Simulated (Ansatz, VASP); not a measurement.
# SiO2 in two plane-wave programs

Wanted: the spread between two codes on one cell, functional and k mesh. The cell is taken from a series of runs on this material, whose earlier steps may have relaxed, scaled, displaced or heated it; both programs get it as it stands.

Calculated with Ansatz 0.2.0; plane waves, with VASP 6.6.1 beside it; zone-centre phonons at LDA.

## Step 1: Set-up

Symmetry: P4_2/mnm, No. 136, tetragonal system. Conventional cell: a = 4.072 Å, b = 4.072 Å, c = 2.691 Å, α = 90.00°, β = 90.00°, γ = 90.00°. O has 3 Si at 1.75 to 1.76 Å nearest. Nearest to Si lie 6 O at 1.75 to 1.76 Å. Farther neighbours and most contacts between anions are not listed.

Structure file:

```
O Si
1.0
     4.07181    0.00000    0.00000
     0.00000    4.07181    0.00000
     0.00000    0.00000    2.69123
O Si
4 2
Direct
  0.69594 0.69594 0.00000
  0.19594 0.80406 0.50000
  0.30406 0.30406 0.00000
  0.80406 0.19594 0.50000
  0.50000 0.50000 0.50000
  0.00000 0.00000 0.00000
```

## Step 2: VASP: zone-centre phonons, LDA

Second derivatives magnify differences that forces hide, and they need a tight electronic threshold.

Lines of VASP's logs that name or quote its potential files are left out, and so is its time.

INCAR reads:

```
SYSTEM = SiO2
PREC = Accurate
ENCUT = 600
EDIFF = 1E-08
NELM = 120
ISMEAR = 0
SIGMA = 0.01
LREAL = .FALSE.
ALGO = Normal
GGA = CA
NBANDS = 22
LORBIT = 11
LWAVE = .FALSE.
LCHARG = .FALSE.
ISIF = 2
IBRION = 8
LEPSILON = .TRUE.
LASPH = .TRUE.
GGA_COMPAT = .FALSE.
EFERMI = MIDGAP
KPAR = 2
```

POSCAR reads:

```
SiO2
1.0
    4.0718145047      0.0000000000      0.0000000000
    0.0000000000      4.0718145047      0.0000000000
    0.0000000000      0.0000000000      2.6912272784
O Si
4 2
Direct
    0.6959356854      0.6959356854      0.0000000000
    0.1959356854      0.8040643146      0.5000000000
    0.3040643146      0.3040643146      0.0000000000
    0.8040643146      0.1959356854      0.5000000000
    0.5000000000      0.5000000000      0.5000000000
    0.0000000000      0.0000000000      0.0000000000
```

KPOINTS reads:

```
Automatic mesh
0
Gamma
8 8 8
0 0 0
```

PAW data sets: O and Si (LDA family, release 64).

The run is started by

```console
$ mpirun -np 2 vasp_std
```

Numbers of over 12 decimals in the logs are rounded to 6 here.

Output:

```text
[banner, memory and clock lines left out]
running    2 mpi-ranks, on    1 nodes
 distrk:  each k-point on    1 cores,    2 groups
 distr:  one band on    1 cores,    1 groups

 POSCAR found type information on POSCAR O Si
 POSCAR found :  2 types and       6 ions
 LDA part: xc-table for (Slater(with rela. corr.)+CA(PZ))
 , standard interpolation
 POSCAR, INCAR and KPOINTS ok, starting setup
 FFT: planning ... GRIDC
 FFT: planning ... GRID_SOFT
 FFT: planning ... GRID
 WAVECAR not read
 entering main loop
       N       E                     dE             d eps       ncg     rms          rms(c)
DAV:   1     0.163785782625E+03    0.16379E+03   -0.19720E+04  3324   0.158E+03
DAV:   2    -0.496272449266E+02   -0.21341E+03   -0.20481E+03  4422   0.327E+02
DAV:   3    -0.568935819467E+02   -0.72663E+01   -0.72406E+01  4200   0.600E+01
DAV:   4    -0.569424068126E+02   -0.48825E-01   -0.48805E-01  4092   0.576E+00
DAV:   5    -0.569428459322E+02   -0.43912E-03   -0.43909E-03  4134   0.526E-01    0.186E+01
DAV:   6    -0.520124499324E+02    0.49304E+01   -0.17074E+01  3930   0.282E+01    0.894E+00
DAV:   7    -0.519447939882E+02    0.67656E-01   -0.63174E-01  3930   0.508E+00    0.314E+00
DAV:   8    -0.519145032556E+02    0.30291E-01   -0.23145E-02  3978   0.142E+00    0.109E+00
DAV:   9    -0.519091936544E+02    0.53096E-02   -0.50682E-03  4032   0.611E-01    0.221E-01
DAV:  10    -0.519092053743E+02   -0.11720E-04   -0.13915E-04  4020   0.101E-01    0.609E-02
DAV:  11    -0.519092029837E+02    0.23906E-05   -0.19127E-05  4080   0.337E-02    0.113E-02
DAV:  12    -0.519092028227E+02    0.16105E-06   -0.69376E-07  3948   0.711E-03    0.342E-03
DAV:  13    -0.519092028209E+02    0.18022E-08   -0.16823E-07  4086   0.305E-03    0.997E-04
DAV:  14    -0.519092028200E+02    0.87039E-09   -0.64386E-09  2604   0.679E-04
   1 F= -.51909203E+02 E0= -.51909203E+02  d E =0.000000E+00
 Linear response reoptimize wavefunctions to high precision
DAV:   1    -0.519092028198E+02    0.19782E-09   -0.86916E-10  2622   0.255E-04
DAV:   2    -0.519092028199E+02   -0.46839E-10   -0.82009E-11  2442   0.728E-05
 Linear response G [H, r] |phi>, progress :
  Direction:   1
       N       E                     dE             d eps       ncg     rms
RMM:   1    -0.139663368019E+03   -0.13966E+03    0.24948E+00  7485   0.987E+01
RMM:   2    -0.116631759223E+03    0.23032E+02   -0.91271E+00  5526   0.217E+01
RMM:   3    -0.116695480476E+03   -0.63721E-01   -0.10328E-01  5715   0.209E+00
RMM:   4    -0.116697028636E+03   -0.15482E-02   -0.15772E-03  6025   0.247E-01
RMM:   5    -0.116697055797E+03   -0.27161E-04   -0.46698E-05  6066   0.349E-02
RMM:   6    -0.116697057112E+03   -0.13149E-05   -0.87014E-06  6159   0.600E-03
RMM:   7    -0.116697057254E+03   -0.14168E-06   -0.93342E-06  6111   0.225E-03
RMM:   8    -0.116697057306E+03   -0.52105E-07   -0.10611E-05  4948   0.173E-03
RMM:   9    -0.116697057231E+03    0.74556E-07   -0.15770E-05  4288   0.168E-03
RMM:  10    -0.116697057128E+03    0.10334E-06   -0.53071E-05  4097   0.168E-03
RMM:  11    -0.116697057096E+03    0.31851E-07   -0.22289E-05  4105   0.169E-03
 Linear response G [H, r] |phi>, progress :
  Direction:   2
       N       E                     dE             d eps       ncg     rms
RMM:   1    -0.139831432993E+03   -0.13983E+03    0.48237E+01  7488   0.998E+01
RMM:   2    -0.112924995374E+03    0.26906E+02   -0.10315E+01  5527   0.233E+01
RMM:   3    -0.113005736721E+03   -0.80741E-01   -0.10905E-01  5739   0.220E+00
RMM:   4    -0.113007540035E+03   -0.18033E-02   -0.16933E-03  6048   0.268E-01
RMM:   5    -0.113007571202E+03   -0.31167E-04   -0.38935E-05  6106   0.367E-02
RMM:   6    -0.113007572560E+03   -0.13584E-05   -0.13813E-06  6193   0.626E-03
RMM:   7    -0.113007572735E+03   -0.17481E-06   -0.24313E-06  6129   0.234E-03
RMM:   8    -0.113007572823E+03   -0.87853E-07   -0.82466E-06  5039   0.181E-03
RMM:   9    -0.113007572898E+03   -0.74924E-07   -0.16409E-05  4307   0.176E-03
RMM:  10    -0.113007573060E+03   -0.16252E-06   -0.54115E-05  4139   0.177E-03
RMM:  11    -0.113007573151E+03   -0.90141E-07   -0.13509E-04  4135   0.179E-03
 Linear response G [H, r] |phi>, progress :
  Direction:   3
       N       E                     dE             d eps       ncg     rms
RMM:   1    -0.134258678741E+03   -0.13426E+03    0.42370E+01  7227   0.958E+01
 LRF_COMMUTATOR internal error: the vector H(1)-e(1) S(1) |phi(0)> is not orthog
 onal to |phi(0)> (-1.110581328171989E-004,-3.699818229563334E-014)
 LRF_COMMUTATOR internal error: the vector H(1)-e(1) S(1) |phi(0)> is not orthog
 onal to |phi(0)> (1.110581327914417E-004,-2.847722058163527E-014)
 LRF_COMMUTATOR internal error: the vector H(1)-e(1) S(1) |phi(0)> is not orthog
 onal to |phi(0)> (-1.150340867435706E-004,2.969846590872294E-014)
 LRF_COMMUTATOR internal error: the vector H(1)-e(1) S(1) |phi(0)> is not orthog
 onal to |phi(0)> (1.150340866399868E-004,2.587166592071810E-014)
[...]
RMM:   4    -0.333568769192E+00   -0.87513E-06   -0.11009E-06  5954   0.477E-03
RMM:   5    -0.333568785659E+00   -0.16467E-07   -0.37785E-08  5471   0.745E-04
RMM:   6    -0.333568786176E+00   -0.51697E-09   -0.77059E-09  3949   0.168E-04
 change of polarisation eV/A/(eV/A) component  3 :    -0.060    -0.050     0.667
 dielectric tensor                  component  3 :    -0.244    -0.203     3.706
[...]
RMM:   3    -0.323309787169E+00    0.10214E-01   -0.65405E-03  5393   0.501E-01    0.602E-01
RMM:   4    -0.332218297324E+00   -0.89085E-02   -0.10188E-02  5637   0.621E-01    0.540E-02
RMM:   5    -0.333110394473E+00   -0.89210E-03   -0.12995E-04  5799   0.876E-02    0.104E-02
RMM:   6    -0.333222782473E+00   -0.11239E-03   -0.19345E-06  6000   0.857E-03    0.509E-03
RMM:   7    -0.333276304531E+00   -0.53522E-04   -0.22479E-07  6032   0.262E-03    0.327E-04
RMM:   8    -0.333284531082E+00   -0.82266E-05    0.58760E-08  6057   0.434E-04    0.134E-04
RMM:   9    -0.333285023062E+00   -0.49198E-06    0.10248E-08  5007   0.183E-04    0.133E-05
RMM:  10    -0.333285240009E+00   -0.21695E-06   -0.61837E-09  2970   0.870E-05    0.685E-06
 change of polarisation eV/A/(eV/A) component  3 :    -0.059    -0.049     0.629
 dielectric tensor                  component  3 :    -0.240    -0.199     3.550
 Linear response DOF=           4
 Linear response progress:
  Degree of freedom:   1/  4
       N       E                     dE             d eps       ncg     rms          rms(c)
RMM:   1    -0.377037978267E+00   -0.37704E+00    0.31910E-01 14026   0.383E+00
RMM:   2    -0.368851755019E+00    0.81862E-02   -0.92376E-03 12936   0.608E-01    0.248E-01
RMM:   3    -0.369903838986E+00   -0.10521E-02   -0.15735E-03 11895   0.228E-01    0.135E-01
RMM:   4    -0.371831114630E+00   -0.19273E-02   -0.12332E-03 12558   0.184E-01    0.364E-02
RMM:   5    -0.371935863869E+00   -0.10475E-03   -0.39646E-05 13326   0.388E-02    0.915E-03
RMM:   6    -0.371995221745E+00   -0.59358E-04   -0.23440E-06 13676   0.617E-03    0.304E-03
RMM:   7    -0.371984570831E+00    0.10651E-04    0.61301E-08 13385   0.275E-03    0.731E-04
RMM:   8    -0.371988601255E+00   -0.40304E-05   -0.25247E-07 13811   0.954E-04    0.195E-04
RMM:   9    -0.371987953930E+00    0.64733E-06   -0.20584E-08 13708   0.284E-04    0.729E-05
RMM:  10    -0.371988538725E+00   -0.58480E-06   -0.10081E-07 13907   0.138E-04    0.139E-05
RMM:  11    -0.371988472027E+00    0.66698E-07   -0.81353E-08 13815   0.713E-05    0.375E-06
RMM:  12    -0.371988500819E+00   -0.28792E-07   -0.60375E-08 13508   0.610E-05    0.987E-07
RMM:  13    -0.371988501389E+00   -0.57055E-09   -0.65471E-08 11467   0.592E-05    0.272E-07
 first order change of Fermi-energy   0.68188E+00
 force on displaced ion       1 direction 1 : -25.092 -12.823   0.000
 Born effective charge ion    1 direction 1 :  -1.879  -0.521   0.000
 Linear response progress:
  Degree of freedom:   2/  4
       N       E                     dE             d eps       ncg     rms          rms(c)
RMM:   1    -0.355233839018E+00   -0.35523E+00    0.35462E-01 12086   0.384E+00
RMM:   2    -0.348006094626E+00    0.72277E-02   -0.77689E-03 11026   0.569E-01    0.244E-01
RMM:   3    -0.349281125385E+00   -0.12750E-02   -0.96690E-04  9896   0.197E-01    0.130E-01
RMM:   4    -0.351586378861E+00   -0.23053E-02   -0.98619E-04 10188   0.191E-01    0.233E-02
RMM:   5    -0.351483104981E+00    0.10327E-03   -0.39177E-05 11546   0.394E-02    0.281E-03
RMM:   6    -0.351535969807E+00   -0.52865E-04   -0.68783E-07 11972   0.572E-03    0.107E-03
RMM:   7    -0.351527872334E+00    0.80975E-05    0.27447E-08 11864   0.132E-03    0.168E-04
RMM:   8    -0.351528952495E+00   -0.10802E-05    0.29850E-08 12070   0.227E-04    0.738E-05
RMM:   9    -0.351529147208E+00   -0.19471E-06    0.34461E-08 12123   0.910E-05    0.104E-05
RMM:  10    -0.351529363954E+00   -0.21675E-06    0.29375E-08 11350   0.629E-05    0.587E-06
RMM:  11    -0.351529347776E+00    0.16178E-07    0.37689E-08 11533   0.529E-05    0.811E-07
RMM:  12    -0.351529346830E+00    0.94619E-09    0.22771E-08  9302   0.514E-05    0.177E-07
 first order change of Fermi-energy   0.21030E-03
 force on displaced ion       1 direction 3 :  -0.003  -0.003 -21.415
 Born effective charge ion    1 direction 3 :  -0.000  -0.000  -2.024
 Linear response progress:
  Degree of freedom:   3/  4
       N       E                     dE             d eps       ncg     rms          rms(c)
RMM:   1    -0.327309501734E-01   -0.32731E-01    0.13452E-01 21862   0.196E+00
RMM:   2    -0.239627125948E-01    0.87682E-02   -0.43766E-03 12936   0.509E-01    0.178E-01
RMM:   3    -0.232902394655E-01    0.67247E-03   -0.32985E-04 13242   0.109E-01    0.109E-01
RMM:   4    -0.228757393830E-01    0.41450E-03   -0.38742E-04 13266   0.130E-01    0.156E-02
RMM:   5    -0.228705947121E-01    0.51447E-05    0.18157E-05 13408   0.194E-02    0.758E-03
RMM:   6    -0.228693708423E-01    0.12239E-05    0.60792E-06 13364   0.770E-03    0.152E-03
RMM:   7    -0.228716104312E-01   -0.22396E-05    0.11121E-06 13530   0.107E-03    0.572E-04
RMM:   8    -0.228732559840E-01   -0.16456E-05   -0.22582E-07 13615   0.468E-04    0.622E-05
RMM:   9    -0.228733636365E-01   -0.10765E-06   -0.74155E-08 13680   0.910E-05    0.299E-05
RMM:  10    -0.228733584618E-01    0.51747E-08    0.14634E-07 13697   0.397E-05    0.607E-06
RMM:  11    -0.228733672832E-01   -0.88214E-08    0.72829E-08 13771   0.232E-05    0.162E-06
 first order change of Fermi-energy  -0.51237E-05
 force on displaced ion       5 direction 1 : -35.847  -3.566   0.000
 Born effective charge ion    5 direction 1 :   3.757  -0.296   0.000
 Linear response progress:
  Degree of freedom:   4/  4
       N       E                     dE             d eps       ncg     rms          rms(c)
RMM:   1    -0.200035614671E-01   -0.20004E-01    0.37529E-02 10442   0.129E+00
RMM:   2    -0.169919539784E-01    0.30116E-02   -0.10855E-03  7697   0.240E-01    0.198E-01
RMM:   3    -0.169379960422E-01    0.53958E-04   -0.12114E-04  7895   0.668E-02    0.118E-01
RMM:   4    -0.170475966988E-01   -0.10960E-03   -0.18105E-04  7876   0.739E-02    0.981E-03
RMM:   5    -0.170148288992E-01    0.32768E-04   -0.23180E-06  7921   0.128E-02    0.218E-03
RMM:   6    -0.170144934827E-01    0.33542E-06    0.32329E-07  8118   0.121E-03    0.594E-04
RMM:   7    -0.170126487272E-01    0.18448E-05    0.11735E-07  8156   0.557E-04    0.113E-04
RMM:   8    -0.170124157318E-01    0.23300E-06    0.23034E-08  8180   0.105E-04    0.508E-05
RMM:   9    -0.170124616876E-01   -0.45956E-07   -0.10674E-08  8328   0.304E-05    0.285E-06
RMM:  10    -0.170124551609E-01    0.65267E-08   -0.46868E-09  7722   0.155E-05    0.128E-06
 first order change of Fermi-energy  -0.50067E-05
 force on displaced ion       5 direction 3 :  -0.000  -0.000 -23.821
 Born effective charge ion    5 direction 3 :   0.000   0.000   4.048
 Born effective charges drift removed
 Linear response finished
```

(Part 1 of 3 ends here.)

[Lines on the potential files, build, host, timing and source positions are cut from VASP's logs without a mark.]

[Logs are printed without paths, hosts, clocks, repeated set-up lines and the standing remarks that a program may print on its own settings, such as how far it seeks lower states.]

[Hosts, paths, dates, database ids (printed as entryN), source tags and the programs' standing remarks are cut or masked in the printed files.]
